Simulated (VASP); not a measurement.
The system is CeZn2Ni.

```
CELL_PARAMETERS angstrom
3.86439 0.00000 0.00000
0.00000 3.86439 0.00000
0.00000 0.00000 4.91927
ATOMIC_POSITIONS crystal
Ce 0.00000 0.00000 0.00000
Zn 0.00000 0.50000 0.50000
Zn 0.50000 0.00000 0.50000
Ni 0.50000 0.50000 0.00000
```

The cell comes from a database or a generator and needn't be the stable form of this composition.

| Quantity | Value |
| --- | --- |
| Program | VASP 6.6.1 |
| Task | relaxation of cell and atoms |
| Functional | PBEsol |
| Potentials or basis | VASP PAW PBE potentials, release 64 (Ce, Zn, Ni) |
| Cutoff | 600 eV |
| k mesh | 5 × 5 × 5 |
| Occupations | fermi-dirac, width 0.05 eV |
| Spin | collinear spin, ferromagnetic start |
| Starting moments | [1.0, 0.0, 0.0, 1.0] μB |

At the start: pressure -4.0 GPa; volume 18.37 Å³/atom.

Problem. How do energy, volume and symmetry change on relaxing?

Solution. Over 3 steps the energy falls by 12.0 meV/atom and the volume is 17.45 Å³/atom (-5.0 %); space group P4/mmm (No. 123, to 0.05 Å); moment 0.00 μB per cell.

The path:
| step | energy change (eV) | largest force (eV/Å) | pressure (GPa) | volume (Å³) |
| --- | --- | --- | --- | --- |
| 1 | 0.0000 | 0.0000 | -4.01 | 73.46 |
| 2 | -0.0433 | 0.0000 | 1.41 | 68.68 |
| 3 | -0.0481 | 0.0000 | 0.03 | 69.78 |

Final structure:
```
Ce Zn Ni
1.0
     3.79479    0.00000    0.00000
     0.00000    3.79479    0.00000
     0.00000    0.00000    4.84584
Ce Zn Ni
1 2 1
Cartesian
  0.0000 0.0000 0.0000
  0.0000 1.8974 2.4229
  1.8974 0.0000 2.4229
  1.8974 1.8974 0.0000
```

Caveat: the magnetic or orbital state may not be the lowest; the PAW data sets were made with another functional, which shifts forces and pressure a little; without U or exact exchange the open f shell lies at the Fermi level, which spoils levels, moments and volumes.
